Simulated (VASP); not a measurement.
# Ca3ZrN3 (P1) in VASP: relaxation of cell and atoms with PBE

Aim: the relaxation of cell and atoms of Ca3ZrN3 with PBE.

Everything below comes from runs of VASP 6.6.1. Logs are shortened: lines on timing, memory, paths and dates and some standing lists are left out, and cuts for length are marked.

### Step 1. Starting point

The typed cell holds 14 atoms: a = 4.819 Å, b = 9.717 Å, c = 4.763 Å, α = 90.87°, β = 88.17°, γ = 88.34°.

The cell was built by a generator and needn't be a form met in nature.

### Step 2. Relaxation of cell and atoms, PBE

Contents of INCAR:

```
SYSTEM = Ca3ZrN3
ALGO = Fast ; EDIFF = 1E-5
EDIFFG = -0.03 ; ENCUT = 520
GGA = PE ; IBRION = 2
ISIF = 3 ; ISMEAR = 0
ISYM = 0 ; KPAR = 4
LASPH = .True. ; LCHARG = .False.
LREAL = Auto ; LWAVE = .False.
NELM = 80 ; NSW = 110
PREC = Normal ; SIGMA = 0.15
```

Contents of KPOINTS:

```
k-points
0
Gamma
  5 3 5
  0 0 0
```

Contents of POSCAR:

```
Ca3ZrN3
1.0
    4.8175598700      0.0703210700      0.0768570000
    0.1406421400      9.7157069800     -0.0742625100
    0.0768570000     -0.0371312600      4.7623164800
Ca Zr N
6 2 6
Direct
    0.0041825900      0.2485267800      0.4899044200
    0.9974669300      0.7607884700      0.5034669300
    0.5236717200      0.0046237000      0.5048393800
    0.4966202000      0.4957885500      0.4980725400
    0.5008338400      0.2475175200      0.9873281800
    0.4888387200      0.7454439600      0.9989567500
    0.9746620000      0.0128291500      0.0207852900
    0.0158372700      0.4982134800      0.9844446700
    0.4940423000      0.0075378000      0.0175032900
    0.5021177200      0.4914914800      0.9965241700
    0.0015298300      0.2472782100      0.0063746900
    0.0011164600      0.7470852500      0.0005656500
    0.9973756400      0.9987108900      0.5144552500
    0.9998441300      0.4936794400      0.4920087300
```

Potentials or basis: VASP PAW PBE potentials, release 64 (Ca_sv, Zr_sv, N).

The run is started by

```sh
cat potpaw_PBE.64/Ca_sv/POTCAR potpaw_PBE.64/Zr_sv/POTCAR potpaw_PBE.64/N/POTCAR > POTCAR
mpirun -np 4 vasp_std > vasp.out
```

OUTCAR:

```text
SYSTEM = Ca3ZrN3
   EDIFF = 1E-5
   EDIFFG = -0.03
   ENCUT = 520
   GGA = PE
   IBRION = 2
   ISIF = 3
   ISMEAR = 0
   ISYM = 0
   LASPH = .True.
   LREAL = Auto
   NELM = 80
   NSW = 110
   PREC = Normal

 ion  position               nearest neighbor table
   1  0.004  0.249  0.490-  11 2.30  14 2.38  13 2.43  11 2.46   7 3.18   8 3.36   7 3.44   8 3.44

   2  0.997  0.761  0.503-  13 2.31  12 2.37  12 2.40   7 3.39   7 3.44   8 3.46   8 3.52
   3  0.524  0.005  0.505-  13 2.28   9 2.33   9 2.44   7 3.12   7 3.33
   4  0.497  0.496  0.498-  10 2.38  10 2.39  14 2.40  14 2.42   8 3.22   8 3.42   8 3.44   8 3.46

   5  0.501  0.248  0.987-   9 2.34  10 2.37  11 2.40  11 2.42   7 3.19   8 3.33   7 3.46   8 3.53

   6  0.489  0.745  0.999-  12 2.35  10 2.47  12 2.47   8 3.36   8 3.44   7 3.54
   7  0.975  0.013  0.021-  11 2.29   9 2.32  13 2.36  13 2.41   9 2.50  12 2.58   3 3.12   1 3.18
                             5 3.19   3 3.33   2 3.39   1 3.44   2 3.44   5 3.46   6 3.54
   8  0.016  0.498  0.984-  10 2.34  14 2.35  12 2.42  14 2.42  11 2.45  10 2.48   4 3.22   5 3.33
                             1 3.36   6 3.36   4 3.42   6 3.44   4 3.44   1 3.44   2 3.46   4 3.46
   9  0.494  0.008  0.018-   7 2.32   3 2.33   5 2.34   3 2.44   7 2.50
  10  0.502  0.491  0.997-   8 2.34   5 2.37   4 2.38   4 2.39   6 2.47   8 2.48
  11  0.002  0.247  0.006-   7 2.29   1 2.30   5 2.40   5 2.42   8 2.45   1 2.46
  12  0.001  0.747  0.001-   6 2.35   2 2.37   2 2.40   8 2.42   6 2.47   7 2.58
  13  0.997  0.999  0.514-   3 2.28   2 2.31   7 2.36   7 2.41   1 2.43
  14  1.000  0.494  0.492-   8 2.35   1 2.38   4 2.40   8 2.42   4 2.42

IMPORTANT INFORMATION: All symmetrisations will be switched off!
NOSYMM: (Re-)initialisation of all symmetry stuff for point group C_1.

----------------------------------------------------------------------------------------

                                     Primitive cell

  volume of cell :     222.7864

  direct lattice vectors                    reciprocal lattice vectors
     4.817559870  0.070321070  0.076857000     0.207672068 -0.003032007 -0.003375171
     0.140642140  9.715706980 -0.074262510    -0.001516004  0.102954386  0.000827190
     0.076857000 -0.037131260  4.762316480    -0.003375171  0.001654380  0.210049214

  length of vectors
     4.818686040  9.717008658  4.763081354     0.207721623  0.102968869  0.210082844

  position of ions in fractional coordinates (direct lattice)
     0.004182590  0.248526780  0.489904420
     0.997466930  0.760788470  0.503466930
     0.523671720  0.004623700  0.504839380
     0.496620200  0.495788550  0.498072540
     0.500833840  0.247517520  0.987328180
     0.488838720  0.745443960  0.998956750
     0.974662000  0.012829150  0.020785290
     0.015837270  0.498213480  0.984444670
     0.494042300  0.007537800  0.017503290
     0.502117720  0.491491480  0.996524170
     0.001529830  0.247278210  0.006374690
     0.001116460  0.747085250  0.000565650
     0.997375640  0.998710890  0.514455250
     0.999844130  0.493679440  0.492008730

  ion indices of the primitive-cell ions
   primitive index   ion index
                 1           1
                 2           2
                 3           3
                 4           4
                 5           5
                 6           6
                 7           7
                 8           8
                 9           9
                10          10
                11          11
                12          12
                13          13
                14          14

----------------------------------------------------------------------------------------

 KPOINTS: k-points

Automatic generation of k-mesh.
 Grid dimensions read from file:
 generate k-points for:    5    3    5

 Generating k-lattice:

  Cartesian coordinates                     Fractional coordinates (reciprocal lattice)
     0.041534414 -0.000606401 -0.000675034     0.200000000  0.000000000 -0.000000000
    -0.000505335  0.034318129  0.000275730     0.000000000  0.333333333 -0.000000000
    -0.000675034  0.000330876  0.042009843     0.000000000  0.000000000  0.200000000

  Length of vectors
     0.041544325  0.034322956  0.042016569

  Shift w.r.t. Gamma in fractional coordinates (k-lattice)
     0.000000000  0.000000000  0.000000000

 Subroutine IBZKPT returns following result:
 ===========================================

 Found     38 irreducible k-points:

 Following reciprocal coordinates:
            Coordinates               Weight
  0.000000  0.000000  0.000000      1.000000
  0.200000  0.000000  0.000000      2.000000
  0.400000 -0.000000  0.000000      2.000000
 -0.000000  0.333333  0.000000      2.000000
  0.200000  0.333333  0.000000      2.000000
  0.400000  0.333333  0.000000      2.000000
[... 16 lines left out ...]
 -0.200000 -0.333333  0.200000      2.000000
 -0.000000  0.000000  0.400000      2.000000
 [... further k-points ...]
   k-points           NKPTS =     38   k-points in BZ     NKDIM =     38   number of bands    NBANDS=     68
   number of dos      NEDOS =    301   number of ions     NIONS =     14
   total plane-waves  NPLWV =  42336
   dimension x,y,z NGX =    28 NGY =   54 NGZ =   28
   dimension x,y,z NGXF=    56 NGYF=  108 NGZF=   56
   ions per type =               6   2   6
   NGX,Y,Z   is equivalent  to a cutoff of   9.66,  9.24,  9.77 a.u.
   NGXF,Y,Z  is equivalent  to a cutoff of  19.32, 18.48, 19.55 a.u.
 SYSTEM =  Ca3ZrN3
   PREC   = normal    normal or accurate (medium, high low for compatibility)
   ISTART =      0    job   : 0-new  1-cont  2-samecut
   ICHARG =      2    charge: 1-file 2-atom 10-const
   ISPIN  =      1    spin polarized calculation?
   LNONCOLLINEAR =      F non collinear calculations
   LSORBIT =      F    spin-orbit coupling
   LASPH  =      T    aspherical Exc in radial PAW
   ENCUT  =  520.0 eV  38.22 Ry    6.18 a.u.   8.96 18.07  8.86*2*pi/ulx,y,z
   NELM   =     80;   NELMIN=  2; NELMDL= -5     # of ELM steps
   EDIFF  = 0.1E-04   stopping-criterion for ELM
   LREAL  =      T    real-space projection
   EDIFFG = -.3E-01   stopping-criterion for IOM
   NSW    =    110    number of steps for IOM
   IBRION =      2    ionic relax: 0-MD 1-quasi-New 2-CG
   NFREE  =      1    steps in history (QN), initial steepest desc. (CG)
   ISIF   =      3    stress and relaxation
   ISYM   =      0    0-nonsym 1-usesym 2-fastsym
   POTIM  = 0.5000    time-step for ionic-motion
   TEBEG  =    0.0;   TEEND  =   0.0 temperature during run
   PSTRESS=    0.0 pullay stress
   NELECT =     114.0000    total number of electrons
   NUPDOWN=      -1.0000    fix difference up-down
   EMIN   =  10.00;   EMAX   =-10.00  energy-range for DOS
   EFERMI =   0.00;   METHOD = LEGACY
   ISMEAR =     0;   SIGMA  =   0.15  broadening in eV -4-tet -1-fermi 0-gaus
   EFERMI_NEDOS =   21; number of points for ismear=-14 and -15
   IALGO  =     68    algorithm
   IMIX   =      4    mixing-type and parameters
     AMIX     =   0.40;   BMIX     =  1.00
     AMIX_MAG =   1.60;   BMIX_MAG =  1.00
  volume/ion in A,a.u.               =      15.91       107.39
  Fermi-wavevector in a.u.,A,eV,Ry     =   1.309424  2.474452 23.328421  1.714591
  Thomas-Fermi vector in A             =   2.440023
   LORBIT       =      0    0 simple, 1 ext, 2 COOP (PROOUT), +10 PAW based schemes
   GGA     = PE    functional components
   LHFCALC =     F    Hartree Fock is set to
   AEXX    =    0.0000 exact exchange contribution
   IVDW    =     0    specifies the selected vdW correction
   LEPSILON=     F    determine dielectric tensor
   LRPA    =     F    only Hartree local field effects (RPA)
 conjugate gradient relaxation of ions
 non-spin polarized calculation
 RMM-DIIS sequential band-by-band and
 Gauss-broadening in eV      SIGMA  =   0.15
  energy-cutoff  :      520.00
  volume of cell :      222.79
 maximum number of plane-waves:      6027
   NGX = 17   NGY = 37   NGZ = 17

--------------------------------------- Ionic step        1  -------------------------------------------

 number of electron     114.0000000 magnetization

 Free energy of the ion-electron system (eV)
  ---------------------------------------------------
  ext. energy  EPLUGINS =         0.00000000
  ---------------------------------------------------
  free energy    TOTEN  =       -92.13698057 eV

  energy without entropy =      -92.09571119  energy(sigma->0) =      -92.11634588

------------------------ aborting loop because EDIFF is reached ----------------------------------------

  FORCE on cell =-STRESS in cart. coord.  units (eV):
  Direction    XX          YY          ZZ          XY          YZ          ZX
  --------------------------------------------------------------------------------------
  -------------------------------------------------------------------------------------
  Total       -0.0673235     -1.3454983      2.4404367     -3.1796204      1.6449636     -3.7983707
  in kB       -0.4841599     -9.6762046     17.5504980    -22.8663669     11.8298215    -27.3161340
  external PRESSURE =       2.4633778 kB  Pullay stress =       0.0000000 kB
[... 125 lines left out ...]
  FREE ENERGIE OF THE ION-ELECTRON SYSTEM (eV)
  ---------------------------------------------------
  free  energy   TOTEN  =       -92.7288663017 eV

  energy  without entropy=      -92.6895158500  energy(sigma->0) =      -92.70919108

[... ionic steps 4 to 27 ...]

--------------------------------------- Ionic step       28  -------------------------------------------

 number of electron     113.9999998 magnetization

------------------------ aborting loop because EDIFF is reached ----------------------------------------
[... 91 lines left out ...]
--------------------------------------- Ionic step       30  -------------------------------------------

 number of electron     113.9999997 magnetization

 Free energy of the ion-electron system (eV)
  ---------------------------------------------------
  ext. energy  EPLUGINS =         0.00000000
  ---------------------------------------------------
  free energy    TOTEN  =       -93.22187304 eV

  energy without entropy =      -93.18253698  energy(sigma->0) =      -93.20220501

 E-fermi :   4.9612     XC(G=0): -10.2979

 val. band max:        4.9583917989   @ k =  -0.4000  -0.3333   0.2000
 cond. band min:       4.9673487614   @ k =   0.2000   0.3333   0.4000
 fundamental gap:      0.0089569625
 Fermi energy:         4.9611983580

 k-point     1 :       0.0000    0.0000    0.0000
  band No.  band energies     occupation
      1     -43.5785      2.00000
      2     -43.5761      2.00000
      3     -34.7555      2.00000
      4     -34.7454      2.00000
      5     -34.6773      2.00000
      6     -34.6742      2.00000
[... 1693 lines left out ...]
     67       8.2826      0.00000
     68       8.5486      0.00000

 [... further k-points ...]

------------------------ aborting loop because EDIFF is reached ----------------------------------------

  FORCE on cell =-STRESS in cart. coord.  units (eV):
  Direction    XX          YY          ZZ          XY          YZ          ZX
  --------------------------------------------------------------------------------------
  -------------------------------------------------------------------------------------
  Total        0.0672812      0.0422434      0.0129845     -0.0130139      0.0296201     -0.0262648
  in kB        0.4670896      0.2932686      0.0901431     -0.0903472      0.2056332     -0.1823398
  external PRESSURE =       0.2835004 kB  Pullay stress =       0.0000000 kB
[... 29 lines left out ...]
  FREE ENERGIE OF THE ION-ELECTRON SYSTEM (eV)
  ---------------------------------------------------
  free  energy   TOTEN  =       -93.2218730418 eV

  energy  without entropy=      -93.1825369781  energy(sigma->0) =      -93.20220501

 reached required accuracy - stopping structural energy minimisation
```

It took 22 min on 4 MPI ranks of AMD EPYC 9R45 (Zen 5), shared host; peak memory 0.45 GiB.

Results:

```
Free energy                            : -93.2219 eV
Relaxed volume                         : 16.48 Å³/atom
Relaxed cell                           : a = 4.846 Å, b = 9.789 Å, c = 4.865 Å, α = 90.10°, β = 89.97°, γ = 89.98°
Space group after relaxing (to 0.05 Å) : Pc (No. 7)
Energy gained by relaxing              : 77.5 meV/atom
Ionic steps                            : 30
Pressure after relaxing                : 0.0 GPa
Largest force after relaxing           : 0.029 eV/Å
Band gap on the k mesh                 : none (metal or under the smearing width)
```

Forces on the atoms (eV/Å):
```
Ca   0.004  0.000 -0.001
Ca  -0.004 -0.003  0.000
Ca   0.003  0.017 -0.002
Ca  -0.002  0.009 -0.003
Ca   0.000  0.004 -0.005
Ca  -0.004  0.002 -0.006
Zr   0.008  0.000 -0.005
Zr   0.004 -0.016 -0.024
N   -0.015  0.001  0.002
N    0.007 -0.005  0.005
N   -0.002 -0.005  0.005
N    0.003  0.006  0.003
N   -0.002 -0.001  0.016
N    0.001 -0.008  0.015
```

Step by step:
| step | energy change (eV) | largest force (eV/Å) | pressure (GPa) | volume (Å³) |
| --- | --- | --- | --- | --- |
| 1 | 0.0000 | 1.8465 | 0.25 | 222.79 |
| 2 | -0.5267 | 0.6449 | -0.64 | 223.49 |
| 3 | -0.5919 | 0.5587 | -0.88 | 223.78 |
| 4 | -0.6968 | 0.6356 | 0.89 | 220.81 |
| 5 | -0.7349 | 0.6041 | 2.97 | 217.83 |
| 6 | -0.7847 | 0.5564 | 2.81 | 218.73 |
| 7 | -0.8661 | 0.5667 | 2.67 | 221.45 |
| 8 | -0.9383 | 0.4490 | 0.96 | 224.96 |
| 9 | -0.9719 | 0.4763 | -1.08 | 229.57 |
| 10 | -1.0039 | 0.3114 | -0.66 | 229.49 |
| 11 | -1.0291 | 0.1962 | 0.40 | 229.29 |
| 12 | -1.0300 | 0.1964 | 0.21 | 229.33 |
| 13 | -1.0378 | 0.1596 | 0.11 | 229.77 |
| 14 | -1.0449 | 0.2012 | -0.08 | 230.77 |
| 15 | -1.0515 | 0.1444 | -0.07 | 230.91 |
| 16 | -1.0548 | 0.2149 | -0.04 | 231.06 |
| 17 | -1.0619 | 0.1518 | 0.01 | 231.06 |
| 18 | -1.0684 | 0.2415 | 0.20 | 231.05 |
| 19 | -1.0724 | 0.1902 | 0.05 | 231.37 |
| 20 | -1.0736 | 0.1627 | -0.13 | 231.85 |
| 21 | -1.0739 | 0.1443 | -0.08 | 231.70 |
| 22 | -1.0770 | 0.1094 | -0.07 | 231.54 |
| 23 | -1.0798 | 0.1301 | -0.04 | 231.18 |
| 24 | -1.0819 | 0.0682 | 0.01 | 230.93 |
| 25 | -1.0827 | 0.0979 | 0.06 | 230.66 |
| 26 | -1.0836 | 0.0608 | 0.00 | 230.76 |
| 27 | -1.0840 | 0.0488 | -0.08 | 230.87 |
| 28 | -1.0845 | 0.0375 | 0.11 | 230.61 |
| 29 | -1.0845 | 0.0462 | 0.08 | 230.59 |
| 30 | -1.0849 | 0.0291 | 0.03 | 230.78 |

Final structure:
```yaml
crystal:
  lattice:
    - [4.84603, 0.00074, 0.00114]
    - [0.00174, 9.78922, -0.00896]
    - [0.00122, -0.00411, 4.86486]
  atoms:
    - { symbol: Ca, position: [0.00063, 0.25232, 0.49716] }
    - { symbol: Ca, position: [0.99905, 0.75234, 0.49723] }
    - { symbol: Ca, position: [0.49718, 0.00117, 0.49652] }
    - { symbol: Ca, position: [0.50255, 0.50135, 0.49677] }
    - { symbol: Ca, position: [0.49809, 0.25233, 0.99823] }
    - { symbol: Ca, position: [0.50166, 0.75235, 0.99836] }
    - { symbol: Zr, position: [0.97545, 0.01467, 0.97397] }
    - { symbol: Zr, position: [0.02410, 0.51486, 0.97441] }
    - { symbol: N, position: [0.53522, 0.99949, 0.00153] }
    - { symbol: N, position: [0.46476, 0.49965, 0.00174] }
    - { symbol: N, position: [0.99773, 0.22954, 0.00120] }
    - { symbol: N, position: [0.00194, 0.72959, 0.00140] }
    - { symbol: N, position: [0.00166, 0.99984, 0.53821] }
    - { symbol: N, position: [0.99810, 0.50001, 0.53849] }
```

Levels at points of the mesh, in eV from the Fermi level:
```tsv
k point	band 54	band 55	band 56	band 57	band 58	band 59	band 60	band 61
(0.00, 0.00, 0.00)	-0.98	-0.92	-0.90	-0.72	-0.24	1.09	1.20	1.28
```
